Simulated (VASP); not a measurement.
# GW on GaAs, part 2 of 4

How does the gap of GaAs change from the starting functional to GW? The cell is of the zinc-blende type, one of the forms listed for this formula. The start is a cell from a database of measured crystal structures.

VASP 6.6.1, plane waves and PAW; the level of theory is named at each step.

So far, gap on the k-mesh (eV): step 3 (empty bands) 0.982.

## Step 4: G0W0, bands in the sums 48

This step: G0W0 on r2SCAN; plane waves and PAW (As_GW, Ga_d_GW) (VASP 6.6.1).

One pass of GW corrects the levels to first order, with G and W from the starting orbitals.

Input file INCAR:

```
SYSTEM = GaAs
PREC = Accurate
ENCUT = 430
ISMEAR = 0
SIGMA = 0.01
LREAL = .FALSE.
METAGGA = R2SCAN
LASPH = .TRUE.
NBANDS = 48
ALGO = EVGW0
NELMGW = 1
ENCUTGW = 200
NOMEGA = 64
PRECFOCK = Fast
NBANDSGW = 24
LWAVE = .FALSE.
LCHARG = .FALSE.
```

Input file POSCAR:

```
GaAs
1.0
    0.0000000000      2.8268500000      2.8268500000
    2.8268500000      0.0000000000      2.8268500000
    2.8268500000      2.8268500000      0.0000000000
As Ga
1 1
Direct
    0.7500000000      0.7500000000      0.7500000000
    0.0000000000      0.0000000000      0.0000000000
```

Input file KPOINTS:

```
Automatic mesh
0
Gamma
4 4 4
0 0 0
```

Potentials, in the order of the species: As_GW and Ga_d_GW (PBE family, release 64).

Command:

```sh
mpirun -np 8 vasp_std
```

Output:

```text
[banner, memory and clock lines left out]
running    8 mpi-ranks, on    1 nodes
 distrk:  each k-point on    8 cores,    1 groups
 distr:  one band on    1 cores,    8 groups

 POSCAR found type information on POSCAR AsGa
 POSCAR found :  2 types and       2 ions
 [... a notice as in an earlier step ...]

 [... a notice as in an earlier step ...]

|                                                                             |
|           W    W    AA    RRRRR   N    N  II  N    N   GGGG   !!!           |
|           W    W   A  A   R    R  NN   N  II  NN   N  G    G  !!!           |
|           W    W  A    A  R    R  N N  N  II  N N  N  G       !!!           |
|           W WW W  AAAAAA  RRRRR   N  N N  II  N  N N  G  GGG   !            |
|           WW  WW  A    A  R   R   N   NN  II  N   NN  G    G                |
|           W    W  A    A  R    R  N    N  II  N    N   GGGG   !!!           |
|                                                                             |
|     The default for ENCUTGWSOFT is different in this version of VASP.       |
|     please manually set ENCUTGWSOFT =200 in the INCAR file.                 |
|                                                                             |

 LDA part: xc-table for (None), standard interpolation
 found WAVECAR, reading the header
 POSCAR, INCAR and KPOINTS ok, starting setup
 FFT: planning ... GRIDC
 FFT: planning ... GRID_SOFT
 FFT: planning ... GRID
 reading WAVECAR
 the WAVECAR file was read successfully
 initial charge from wavefunction
 available memory per node:     62.33 GB, setting MAXMEM to     63826

 The Fermi energy was updated, please check that it is located mid-gap
 values below the HOMO (VB) or above the LUMO (CB) will cause erroneous energies
 E-fermi :   4.1307

 calculate exact exchange contribution
 the WAVEDER file was read successfully
energies w=
    0.000    0.000    0.408    0.000    0.815    0.000    1.220    0.000
    1.623    0.000    2.022    0.000    2.417    0.000    2.807    0.000
    3.192    0.000    3.572    0.000    3.947    0.000    4.317    0.000
    4.681    0.000    5.041    0.000    5.396    0.000    5.747    0.000
    6.094    0.000    6.439    0.000    6.781    0.000    7.120    0.000
    7.459    0.000    7.797    0.000    8.136    0.000    8.475    0.000
    8.817    0.000    9.161    0.000    9.510    0.000    9.863    0.000
   10.222    0.000   10.588    0.000   10.963    0.000   11.348    0.000
   11.744    0.000   12.153    0.000   12.577    0.000   13.019    0.000
   13.480    0.000   13.965    0.000   14.474    0.000   15.013    0.000
   15.586    0.000   16.197    0.000   16.853    0.000   17.560    0.000
   18.327    0.000   19.163    0.000   20.081    0.000   21.096    0.000
   22.225    0.000   23.491    0.000   24.925    0.000   26.564    0.000
   28.457    0.000   30.672    0.000   33.298    0.000   36.464    0.000
   40.356    0.000   45.254    0.000   51.603    0.000   60.148    0.000
   72.252    0.000   90.687    0.000  122.101    0.000  187.457    0.000
 responsefunction array rank=     304
 LDA part: xc-table for (None), standard interpolation

 min. memory requirement per mpi rank    183.7 MB, per node   1469.9 MB

 allocating   8 responsefunctions rank=   304
 shmem allocating  64 responsefunctions rank=   304
 response function shared by NCSHMEM nodes    1
 Doing            8  frequencies on each core in blocks of           64
NQ=   1    0.0000    0.0000    0.0000,
|.........|.........|.........|.........|.........|.........|.........|.........
 performed         63000 updates of chi_q(r,r)
 total number of BLAS operations         40.60 Gflops
NQ=   2    0.2500    0.0000    0.0000,
|.........|.........|.........|.........|.........|.........|.........|.........
 performed        190000 updates of chi_q(r,r)
 total number of BLAS operations        130.22 Gflops
NQ=   3    0.5000    0.0000    0.0000,
|.........|.........|.........|.........|.........|.........|.........|.........
 performed        299000 updates of chi_q(r,r)
 total number of BLAS operations        195.00 Gflops
NQ=   4    0.2500    0.2500    0.0000,
|.........|.........|.........|.........|.........|.........|.........|.........
 performed        426000 updates of chi_q(r,r)
 total number of BLAS operations        288.92 Gflops
NQ=   5    0.5000    0.2500    0.0000,
|.........|.........|.........|.........|.........|.........|.........|.........
 performed        604000 updates of chi_q(r,r)
 total number of BLAS operations        409.05 Gflops
NQ=   6   -0.2500    0.2500    0.0000,
|.........|.........|.........|.........|.........|.........|.........|.........
 performed        764000 updates of chi_q(r,r)
 total number of BLAS operations        520.53 Gflops
NQ=   7    0.5000    0.5000    0.0000,
|.........|.........|.........|.........|.........|.........|.........|.........
 performed        859000 updates of chi_q(r,r)
 total number of BLAS operations        590.30 Gflops
NQ=   8   -0.2500    0.5000    0.2500,
|.........|.........|.........|.........|.........|.........|.........|.........
 performed        982000 updates of chi_q(r,r)
 total number of BLAS operations        667.61 Gflops
 resolving degeneracies of screened two electron integrals

 calculate QP shifts <psi_nk| G(iteration)W_0 |psi_nk>: iteration 1
 entering main loop
```

Elapsed: 13 s, on 8 MPI ranks of Intel Xeon 6975P-C (Granite Rapids), shared host; peak memory 1.9 GiB.

From OUTCAR (step 4):

```text
The static configuration has the point symmetry T_d .

 Found      8 irreducible k-points:

   k-points           NKPTS =      8   k-points in BZ     NKDIM =     64   number of bands    NBANDS=     48

   NELECT =      18.0000    total number of electrons

 E-fermi :   4.1307

 QP shifts <psi_nk| G(iteration)W_0 |psi_nk>: iteration 1
 for sc-GW calculations column KS-energies equals QP-energies in previous step
 and V_xc(KS)=  KS-energies - (<T + V_ion + V_H > + <T+V_H+V_ion>^1  + <V_x>^1)
 k-point   1 :       0.0000    0.0000    0.0000
  band No.  KS-energies  QP-energies   sigma(KS)   V_xc(KS)     V^pw_x(r,r')   Z            occupation Imag(sigma)
    ...
      6      -9.5658      -9.3148     -11.5061     -11.9006     -18.1042       0.6360       2.0000       0.9118
      7       3.6395       3.7247     -12.0730     -12.1818     -13.7902       0.7823       2.0000       0.0505
      8       3.6395       3.7247     -12.0730     -12.1818     -13.7902       0.7823       2.0000       0.0505
      9       3.6395       3.7247     -12.0730     -12.1818     -13.7902       0.7823       2.0000       0.0505
     10       4.6219       5.3721     -10.2786     -11.2390      -6.8882       0.7811       0.0000      -0.0557
     11       7.6583       8.0551      -9.4080      -9.9240      -5.5261       0.7691       0.0000      -0.0779
     12       7.6583       8.0551      -9.4080      -9.9240      -5.5261       0.7691       0.0000      -0.0779
     13       7.6583       8.0551      -9.4080      -9.9240      -5.5261       0.7691       0.0000      -0.0779
    ...

 k-point   2 :       0.2500    0.0000    0.0000
  band No.  KS-energies  QP-energies   sigma(KS)   V_xc(KS)     V^pw_x(r,r')   Z            occupation Imag(sigma)
    ...
      6      -8.8376      -8.6085     -11.9389     -12.2790     -18.3747       0.6736       2.0000       0.8854
      7      -0.5617      -0.5241     -11.3943     -11.4455     -14.1167       0.7346       2.0000       0.1230
      8       2.9352       2.9827     -11.8047     -11.8659     -13.6166       0.7751       2.0000       0.0548
      9       2.9352       2.9827     -11.8047     -11.8659     -13.6166       0.7751       2.0000       0.0548
     10       5.4439       6.0052      -9.7036     -10.4253      -6.2110       0.7777       0.0000      -0.0586
     11       8.5623       8.9466      -9.4782      -9.9817      -5.4004       0.7632       0.0000      -0.1000
     12       8.5623       8.9466      -9.4782      -9.9817      -5.4004       0.7632       0.0000      -0.1000
     13      10.0747      10.4434      -9.6608     -10.1510      -5.2830       0.7520       0.0000      -0.1476
    ...

 k-point   3 :       0.5000    0.0000    0.0000
  band No.  KS-energies  QP-energies   sigma(KS)   V_xc(KS)     V^pw_x(r,r')   Z            occupation Imag(sigma)
    ...
      6      -7.7127      -7.4889     -12.5475     -12.8744     -18.6755       0.6846       2.0000       0.7755
      7      -3.1874      -3.1864     -10.8393     -10.8407     -14.6906       0.7032       2.0000       0.2955
      8       2.4496       2.4732     -11.7163     -11.7472     -13.6832       0.7657       2.0000       0.0606
      9       2.4496       2.4732     -11.7163     -11.7472     -13.6832       0.7657       2.0000       0.0606
     10       4.9825       5.5092      -9.6256     -10.2987      -6.2304       0.7824       0.0000      -0.0569
     11       8.6039       8.9056      -9.1439      -9.5391      -5.0461       0.7633       0.0000      -0.1001
     12       8.6039       8.9056      -9.1439      -9.5391      -5.0461       0.7633       0.0000      -0.1001
     13      11.8958      11.7100      -7.4933      -7.2511      -2.5318       0.7674       0.0000      -0.2279
    ...

[... 7 parts as in an earlier step ...]

[... 5 further parts left out ...]
```

This step gave:

| Item | Value |
| --- | --- |
| quasiparticle gap on the mesh | 1.647 eV |
| smallest direct quasiparticle gap on the mesh | 1.647 eV |
| gap of the starting orbitals on the mesh | 0.9824 eV |

GW takes the gap from 0.982 to 1.647 eV. Spin-orbit coupling is left out. The value holds for 48 bands, ENCUTGW = 200 eV and this mesh, and isn't shown to be converged in them.

## Step 5: Empty bands

This step: r2SCAN; plane waves and PAW (As_GW, Ga_d_GW) (VASP 6.6.1).

The empty bands are made again, for the run that follows.

Input file INCAR:

```
SYSTEM = GaAs
PREC = Accurate
ENCUT = 430
ISMEAR = 0
SIGMA = 0.01
LREAL = .FALSE.
METAGGA = R2SCAN
LASPH = .TRUE.
NBANDS = 64
ALGO = Exact
NELM = 1
LWAVE = .TRUE.
LCHARG = .FALSE.
LOPTICS = .TRUE.
NEDOS = 1000
CSHIFT = 0.1
```

POSCAR is that of step 4.

KPOINTS is that of step 4.

Command:

```sh
mpirun -np 8 vasp_std
```

Output:

```text
[banner, memory and clock lines left out]
running    8 mpi-ranks, on    1 nodes
[...]
[... a notice as in an earlier step ...]

 [... a notice as in an earlier step ...]

 LDA part: xc-table for (None), standard interpolation
 found WAVECAR, reading the header
  number of bands has changed, file:    15 present:    64
  trying to continue reading WAVECAR, but it might fail
 POSCAR, INCAR and KPOINTS ok, starting setup
[...]
reading WAVECAR
 random initialization beyond band           15
 the WAVECAR file was read successfully
 initial charge from wavefunction
 entering main loop
       N       E                     dE             d eps       ncg     rms          rms(c)
[... 1 cycle as in an earlier step ...]
   1 F= -.26923205E+02 E0= -.26923205E+02  d E =-.314227E-41
 writing wavefunctions
 optical routines
 imaginary and real dielectric function
 direction            1
 direction            2
 direction            3
```

It took 6.4 s on 8 MPI ranks; peak memory 1.1 GiB; 46 s of CPU time.

Parts of OUTCAR (step 5):

```text
  Total        0.1655182      0.1655182      0.1655182      0.0000000      0.0000000      0.0000000
  in kB        5.8697298      5.8697298      5.8697298      0.0000000      0.0000000      0.0000000
  external PRESSURE =       5.8697298 kB  Pullay stress =       0.0000000 kB

[... 4 parts as in an earlier step ...]

[... 2 further parts left out ...]
[key lines of the parts left out:]
E-fermi :   3.7330
```

WAVECAR now holds 64 bands for 18 electrons.

## Step 6: G0W0, bands in the sums 64

This step: G0W0 on r2SCAN; plane waves and PAW (As_GW, Ga_d_GW) (VASP 6.6.1).

The sums now run over 64 bands at the same response cutoff.

Input file INCAR:

```
SYSTEM = GaAs
PREC = Accurate
ENCUT = 430
ISMEAR = 0
SIGMA = 0.01
LREAL = .FALSE.
METAGGA = R2SCAN
LASPH = .TRUE.
NBANDS = 64
ALGO = EVGW0
NELMGW = 1
ENCUTGW = 200
NOMEGA = 64
PRECFOCK = Fast
NBANDSGW = 24
LWAVE = .FALSE.
LCHARG = .FALSE.
```

POSCAR is that of step 5.

KPOINTS is that of step 5.

Command:

```sh
mpirun -np 8 vasp_std
```

Output:

```text
[banner, memory and clock lines left out]
running    8 mpi-ranks, on    1 nodes
[...]
[... a notice as in an earlier step ...]

 [... a notice as in an earlier step ...]

 [... a notice as in an earlier step ...]

 LDA part: xc-table for (None), standard interpolation
 found WAVECAR, reading the header
 POSCAR, INCAR and KPOINTS ok, starting setup
[...]
reading WAVECAR
 the WAVECAR file was read successfully
 initial charge from wavefunction
 available memory per node:     59.91 GB, setting MAXMEM to     61352

 The Fermi energy was updated, please check that it is located mid-gap
 values below the HOMO (VB) or above the LUMO (CB) will cause erroneous energies
 E-fermi :   4.1307

 calculate exact exchange contribution
 the WAVEDER file was read successfully
energies w=
    0.000    0.000    0.408    0.000    0.815    0.000    1.221    0.000
    1.623    0.000    2.023    0.000    2.418    0.000    2.808    0.000
    3.194    0.000    3.574    0.000    3.949    0.000    4.319    0.000
[...]
total number of BLAS operations        266.68 Gflops
NQ=   4    0.2500    0.2500    0.0000,
|.........|.........|.........|.........|.........|.........|.........|.........
 performed        582000 updates of chi_q(r,r)
 total number of BLAS operations        394.44 Gflops
NQ=   5    0.5000    0.2500    0.0000,
|.........|.........|.........|.........|.........|.........|.........|.........
 performed        823000 updates of chi_q(r,r)
 total number of BLAS operations        556.95 Gflops
NQ=   6   -0.2500    0.2500    0.0000,
|.........|.........|.........|.........|.........|.........|.........|.........
 performed       1039000 updates of chi_q(r,r)
 total number of BLAS operations        708.00 Gflops
NQ=   7    0.5000    0.5000    0.0000,
|.........|.........|.........|.........|.........|.........|.........|.........
 performed       1169000 updates of chi_q(r,r)
 total number of BLAS operations        803.54 Gflops
NQ=   8   -0.2500    0.5000    0.2500,
|.........|.........|.........|.........|.........|.........|.........|.........
 performed       1336000 updates of chi_q(r,r)
 total number of BLAS operations        908.79 Gflops
 resolving degeneracies of screened two electron integrals

 calculate QP shifts <psi_nk| G(iteration)W_0 |psi_nk>: iteration 1
 entering main loop
```

Wall time 16 s (8 MPI ranks); peak memory 2 GiB; 2.1 min of CPU time.

OUTCAR, selected parts (step 6):

```text
 QP shifts <psi_nk| G(iteration)W_0 |psi_nk>: iteration 1
 for sc-GW calculations column KS-energies equals QP-energies in previous step
 and V_xc(KS)=  KS-energies - (<T + V_ion + V_H > + <T+V_H+V_ion>^1  + <V_x>^1)
 k-point   1 :       0.0000    0.0000    0.0000
  band No.  KS-energies  QP-energies   sigma(KS)   V_xc(KS)     V^pw_x(r,r')   Z            occupation Imag(sigma)
    ...
      6      -9.5658      -9.3926     -11.6283     -11.9006     -18.1042       0.6361       2.0000       0.9010
      7       3.6395       3.6053     -12.2256     -12.1818     -13.7902       0.7812       2.0000       0.0476
      8       3.6395       3.6053     -12.2256     -12.1818     -13.7902       0.7812       2.0000       0.0476
      9       3.6395       3.6053     -12.2256     -12.1818     -13.7902       0.7812       2.0000       0.0476
     10       4.6219       5.2417     -10.4448     -11.2390      -6.8882       0.7804       0.0000      -0.0598
     11       7.6583       7.9397      -9.5577      -9.9240      -5.5261       0.7684       0.0000      -0.0792
     12       7.6583       7.9397      -9.5577      -9.9240      -5.5261       0.7684       0.0000      -0.0792
     13       7.6583       7.9397      -9.5577      -9.9240      -5.5261       0.7684       0.0000      -0.0792
    ...

[... 1 part as in an earlier step ...]

[... 2 further parts left out ...]
[key lines of the parts left out:]
E-fermi :   4.1307
```

The gap is now 1.636 eV, -11 meV against the GW run before. Spin-orbit coupling is left out.

## Step 7: Empty bands

This step: r2SCAN; plane waves and PAW (As_GW, Ga_d_GW) (VASP 6.6.1).

The empty bands are made again, for the run that follows.

Input file INCAR:

```
SYSTEM = GaAs
PREC = Accurate
ENCUT = 430
ISMEAR = 0
SIGMA = 0.01
LREAL = .FALSE.
METAGGA = R2SCAN
LASPH = .TRUE.
NBANDS = 88
ALGO = Exact
NELM = 1
LWAVE = .TRUE.
LCHARG = .FALSE.
LOPTICS = .TRUE.
NEDOS = 1000
CSHIFT = 0.1
```

POSCAR is that of step 6.

KPOINTS is that of step 6.

Command:

```sh
mpirun -np 8 vasp_std
```

Output:

```text
[banner, memory and clock lines left out]
running    8 mpi-ranks, on    1 nodes
[...]
[... a notice as in an earlier step ...]

 [... a notice as in an earlier step ...]

 LDA part: xc-table for (None), standard interpolation
 found WAVECAR, reading the header
  number of bands has changed, file:    15 present:    88
  trying to continue reading WAVECAR, but it might fail
 POSCAR, INCAR and KPOINTS ok, starting setup
[...]
reading WAVECAR
 random initialization beyond band           15
 the WAVECAR file was read successfully
 initial charge from wavefunction
 entering main loop
       N       E                     dE             d eps       ncg     rms          rms(c)
DIA:   1    -0.269232047456E+02   -0.26923E+02    0.00000E+00     0   0.000E+00
   1 F= -.26923205E+02 E0= -.26923205E+02  d E =-.915843E-79
 writing wavefunctions
 optical routines
 imaginary and real dielectric function
 direction            1
 direction            2
 direction            3
```

It took 6.4 s on 8 MPI ranks; peak memory 1.1 GiB.

From OUTCAR (step 7):

```text
  Total        0.1655182      0.1655182      0.1655182     -0.0000000      0.0000000     -0.0000000
  in kB        5.8697299      5.8697299      5.8697299     -0.0000000      0.0000000     -0.0000000
  external PRESSURE =       5.8697299 kB  Pullay stress =       0.0000000 kB

 POSITION                                       TOTAL-FORCE (eV/Angst)
 -----------------------------------------------------------------------------------
      4.24027      4.24027      4.24027         0.000000      0.000000     -0.000000
      0.00000      0.00000      0.00000        -0.000000     -0.000000      0.000000
 -----------------------------------------------------------------------------------
    total drift:                               -0.000329     -0.000329     -0.000321

  FREE ENERGIE OF THE ION-ELECTRON SYSTEM (eV)
  ---------------------------------------------------
  free  energy   TOTEN  =       -26.9232047456 eV

  energy  without entropy=      -26.9232047456  energy(sigma->0) =      -26.92320475

[... 1 part as in an earlier step ...]

[... 2 further parts left out ...]
[key lines of the parts left out:]
E-fermi :   3.7714
```

WAVECAR now holds 88 bands for 18 electrons.

(Part 2 of 4 ends here.)

[Lines on the potential files, build, host, timing and source positions are cut from VASP's logs without a mark.]

[Logs are printed without paths, hosts, clocks, repeated set-up lines and the standing remarks that a program may print on its own settings, such as how far it seeks lower states.]

[Hosts, paths, dates, database ids (printed as entryN), source tags and the programs' standing remarks are cut or masked in the printed files.]

[Pressures printed for these runs are not shown converged in the cutoff: they can be off by several GPa and have the wrong sign.]
